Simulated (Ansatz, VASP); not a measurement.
# GaSb in two plane-wave programs

Wanted: the spread between two codes on one cell, functional and k mesh. The cell is taken from a series of runs on this material, whose earlier steps may have relaxed, scaled, displaced or heated it; both programs get it as it stands.

Calculated with Ansatz 0.2.0; plane waves, with VASP 6.6.1 beside it; zone-centre phonons at LDA.

## 1. Starting point

The structure is orthorhombic, space group Imm2 (No. 44). The conventional cell has a = 4.234 Å, b = 4.279 Å, c = 6.076 Å, α = 90.00°, β = 90.00°, γ = 90.00°. Nearest to Ga lie 4 Sb at 2.61 to 2.62 Å. Sb has 4 Ga at 2.61 to 2.62 Å nearest. Farther neighbours are not listed.

## 2. Ansatz: zone-centre phonons, LDA

Ansatz runs on its PAW soft_1 files.

Second derivatives magnify differences that forces hide, and they need a tight electronic threshold.

Input file input.yaml:

```yaml
crystal:
  lattice:
    - [-0.0156728321, 3.0097953071, 3.0377706185]
    - [3.0097953071, -0.0156728321, 3.0377706185]
    - [2.994122475, 2.994122475, 0.0]
  atoms:
    - { symbol: Ga, position: [0.0007922796, 0.0007922796, -0.0007922796] }
    - { symbol: Sb, position: [0.7492077204, 0.7492077204, 0.7507922796] }
kpoints:
  mp_grid: { grid: [12, 12, 12] }
hamiltonian:
  xc: lda
  pseudopotentials: { kind: paw, azcp: { folder: soft_1 }, xc_functional: pbe }
scf:
  occupations: { method: methfessel_paxton, width: 0.2 }
output:
  eigenvalues: true
phonons:
  method: dfpt
```

Run with:

```console
ansatz run input.yaml --threads 4 --pin off --max-ram 10240MiB --backend cpu --events-out ev --progress --plain --runs-dir out
```

Numbers of over 12 decimals in the logs are rounded to 6 here.

Output:

```text
zone centre: on kpoints.mp_grid the ground state, and the responses unless they are solved on pairs of k-points, stand on 476 of the mesh's 1728 k-points, reduced under 2 symmetry operations, with k and −k counted as one. Each operation leaves every solved displacement unchanged or reverses it
Engine: ansatz 0.2.0, x86_64-unknown-linux-gnu
Pseudopotentials: kind: paw
Pseudopotential: Ga, paw, valence charge 13, recommended cutoff 420 eV (normal), soft_1/Ga.paw.azcp
Pseudopotential: Sb, paw, valence charge 15, recommended cutoff 420 eV (normal), soft_1/Sb.paw.azcp
Functional definition: SPW92
  exchange = slater_x
  correlation = pw_c
Crystal: 2 atoms, lattice volume = 55.036 Å³
Basis set: ecut = 420 eV, 1067 PW (Γ), exchange–correlation on 60×60×60 points (8 copies of the dense FFT grid, shifted against one another)
Bands: 18, of which v1, the nominal top of the filled ones, is band 14 counted from 1 (13 counted from 0)
Symmetry: 4 space group operations
k-points: 476 of 1728 (irreducible under 2 space group operations, time reversal used)
Non-local potential: Ga, projectors of the file, l = 0: 2, l = 1: 2, l = 2: 3, l = 3: 1
Non-local potential: Sb, projectors of the file, l = 0: 2, l = 1: 2, l = 2: 2, l = 3: 1
PAW form: soft (Blöchl's): semilocal exchange-correlation on the pseudo side does not see the compensation charge
PAW frozen core: Ga, regenerated for the run's functional, and the local potential with it (the file was generated under x = pbe(κ = 0.804, μ = 0.219515), c = pbe(β = 0.066725))
PAW frozen core: Sb, regenerated for the run's functional, and the local potential with it (the file was generated under x = pbe(κ = 0.804, μ = 0.219515), c = pbe(β = 0.066725))
PAW one-centre angular grid: Ga, 590 points (default); XC on 64 Gauss nodes
PAW one-centre angular grid: Sb, 590 points (default); XC on 64 Gauss nodes
Initial density: superposition of atomic densities (chi_scale 0.1, normalization cell, long waves kept (reshape's long-wave potential 0.00 eV rms))
Initial wavefunctions: pseudopotential atomic-orbital guess
Functional: x = slater, c = lda
SCF iter   1: F=—  HF=-10043.250426 eV  |F-HF|=—  |Δ(HF+E_count)|=         —  Δρ=3.16e-2  dr2=4.58e-1  ethr=3.10e-3  ⟨swp⟩=5.5  Hψ=43768  notcnv=0
preconditioner: auto → Kerker (q_TF=auto, 2.438 Å⁻¹)  [metal: Δε(μ)=0.013 eV  Ē_g=14.984 eV  σ=0.200 eV  W_gap=0.06  n_scr=14 (ndim 8)  ℏωp=21.2 eV  f_vac=0.003  D(μ)=0.04/eV (n_scr^D=0)]
SCF iter   2: F=—  HF=-10043.183513 eV  |F-HF|=—  |Δ(HF+E_count)|=   6.69e-2  S|Δr|=    0.00e0  Δρ=2.01e-2  dr2=2.15e-1  ethr=1.63e-3  ⟨swp⟩=1.0  Hψ=12389  notcnv=0
SCF iter   3: F=—  HF=-10043.122638 eV  |F-HF|=—  |Δ(HF+E_count)|=   6.09e-2  S|Δr|=    0.00e0  Δρ=3.63e-3  dr2=1.56e-2  ethr=7.69e-4  ⟨swp⟩=2.4  Hψ=10466  notcnv=0
SCF iter   4: F=—  HF=-10043.121019 eV  |F-HF|=—  |Δ(HF+E_count)|=   1.62e-3  S|Δr|=    0.00e0  Δρ=1.77e-3  dr2=3.78e-3  ethr=5.58e-5  ⟨swp⟩=2.0  Hψ=11501  notcnv=0
SCF iter   5: F=—  HF=-10043.121273 eV  |F-HF|=—  |Δ(HF+E_count)|=   2.54e-4  S|Δr|=    0.00e0  Δρ=1.73e-3  dr2=1.20e-3  ethr=1.35e-5  ⟨swp⟩=2.0  Hψ=12853  notcnv=0
SCF iter   6: F=—  HF=-10043.120237 eV  |F-HF|=—  |Δ(HF+E_count)|=   1.04e-3  S|Δr|=    0.00e0  Δρ=2.96e-4  dr2=2.80e-5  ethr=4.28e-6  ⟨swp⟩=2.0  Hψ=12835  notcnv=0
SCF iter   7: F=—  HF=-10043.120299 eV  |F-HF|=—  |Δ(HF+E_count)|=   6.27e-5  S|Δr|=    0.00e0  Δρ=1.00e-4  dr2=3.92e-6  ethr=1.00e-7  ⟨swp⟩=2.0  Hψ=12855  notcnv=0
SCF iter   8: F=—  HF=-10043.120301 eV  |F-HF|=—  |Δ(HF+E_count)|=   1.53e-6  S|Δr|=    0.00e0  Δρ=1.84e-5  dr2=1.09e-7  ethr=1.40e-8  ⟨swp⟩=3.0  Hψ=15507  notcnv=0
SCF iter   9: F=—  HF=-10043.120301 eV  |F-HF|=—  |Δ(HF+E_count)|=   4.72e-7  S|Δr|=    0.00e0  Δρ=5.16e-6  dr2=1.86e-8  ethr=3.89e-10  ⟨swp⟩=2.0  Hψ=12819  notcnv=0
SCF iter  10: F=—  HF=-10043.120301 eV  |F-HF|=—  |Δ(HF+E_count)|=   1.39e-8  S|Δr|=    0.00e0  Δρ=1.36e-6  dr2=2.20e-9  ethr=6.65e-11  ⟨swp⟩=2.9  Hψ=14928  notcnv=0
SCF iter  11: F=—  HF=-10043.120301 eV  |F-HF|=—  |Δ(HF+E_count)|=  4.73e-10  S|Δr|=    0.00e0  Δρ=4.51e-7  dr2=2.17e-10  ethr=7.87e-12  ⟨swp⟩=2.3  Hψ=11593  notcnv=0
SCF iter  12: F=-10043.120301 eV  HF=-10043.120301 eV  |F-HF|=1.82e-12  |Δ(HF+E_count)|=  6.18e-11  S|Δr|=    0.00e0  Δρ=1.04e-7  dr2=7.30e-12  ethr=1.00e-12  ⟨swp⟩=5.0  Hψ=43477  notcnv=0
SCF 1 converged in 12 iterations: F = -10043.120301 eV  dr2 = 7.30e-12
  greatest PAW one-centre occupation: 0.996 electrons in one spin orbital (limit 2), on the Sb atom at site 1 (counted from 0), in its partial waves of l = 2
DFPT response loops at Γ: preconditioner auto → Kerker (q_TF=auto, 2.438 Å⁻¹) (partly filled bands, converged f_vac=0.070); β = 1.00, the filter's whole step (`scf.mixing.beta` (0.50) is not read by the response loops under this deck's `scf.mixing.preconditioner`; to damp them name `kerker` or `kerker_dos`, under which they read `scf.mixing.beta`, and type it under 1.00, their step now; both keys bind the ground state too); Broyden in place of MSR1
SCF converged after 12 iterations
Stability not checked: this state was not tested for a lower state beside it, because cold or Methfessel-Paxton smearing, or corrected tetrahedra, fill the levels in a way that the test cannot read (fill_not_monotonic; see scf.lower_state_search)
Free energy (F): -10043.120301 eV
Harris-Foulkes:  -10043.120301 eV  (|F-HF|=1.82e-12)
Internal energy: -10043.120739 eV  (E = F + TS)
E sigma→0 (E₀):  -10043.120411 eV
Entropy (-TS):   0.000438 eV (0.219 meV/atom)
Fermi energy:    8.094381 eV
Step filling:    the computed levels leave a gap of 0.0449 eV = 0.2 smearing widths at the electron count; against every level under it full and every level over it empty, smearing changes F+E_penalty+E_count by +0.154 meV and its σ→0 estimate by +0.045 meV
--- Per-component energies (eV) ---
  E_band       = -255.057670
  E_kinetic    = 277.953929
  E_local      = -3335.321102  (includes V_loc(G=0)·N_el)
  E_nonlocal   = 303.073336
  E_hartree    = 1709.091656
  E_xc         = -161.632320
  E_vxc        = -147.759932  (∫ρ·V_xc dr)
  E_paw        = -6311.616165  (= ΣΔE_a)
  E_vpaw       = -771.187043  (= ΣTr[D̂ρ^β])
  E_aug_tail   = -0.000099  (compensation charges beyond the density's cutoff)
  E_ewald      = -2526.957266
  E_core_change = 2.287292  (= ΣΔE_core)
  E_smearing   = 0.000438  (= −TS)
  E_closure    = -0.000000  (closes the sum)
  Σ components = -10043.120301   (vs F -10043.120301, Δ=0.00e0)
--- Band table (eV; the first three rows and the last of 476) ---
  k-point 0: bands = [... 10 lower, -3.7913, 7.9807, 7.9973, 8.0874, 8.1323, 10.7367, 10.8115, 10.8257]
  k-point 1: bands = [... 10 lower, -3.7158, 6.7292, 7.8669, 7.8838, 8.9537, 10.9184, 10.9825, 11.1038]
  k-point 2: bands = [... 10 lower, -3.4936, 5.2797, 7.5755, 7.5781, 9.0113, 11.3169, 11.3678, 12.0437]
  k-point 475: bands = [... 10 lower, -1.2308, 0.9722, 5.2972, 5.4134, 8.8556, 9.1853, 16.8893, 16.9437]
--- Phonons (Γ-DFPT): 4 representative perturbations + reference, on 476 of 1728 k-points (Σ response iterations 12) ---
  k mesh reduced under 2 symmetry operations, with k and −k counted as one. Each operation leaves every solved displacement unchanged or reverses it
  ASR residual: 4.619e-5 → 0.000e0 eV/Å²; symmetrization residual: 2.120e-6 eV/Å²
  ASR residual per site (eV/Å²): 4.62e-5 4.20e-5
  Γ frequencies (cm⁻¹): 0.00 0.00 0.00 225.35 226.20 226.51
  non-analytic LO–TO correction: not included (Born effective charges unavailable; polar crystals: no LO–TO splitting at Γ)
```

(Continued in part 2 of 2.)

[Lines on the potential files, build, host, timing and source positions are cut from VASP's logs without a mark.]

[Logs are printed without paths, hosts, clocks, repeated set-up lines and the standing remarks that a program may print on its own settings, such as how far it seeks lower states.]

[Hosts, paths, dates, database ids (printed as entryN), source tags and the programs' standing remarks are cut or masked in the printed files.]
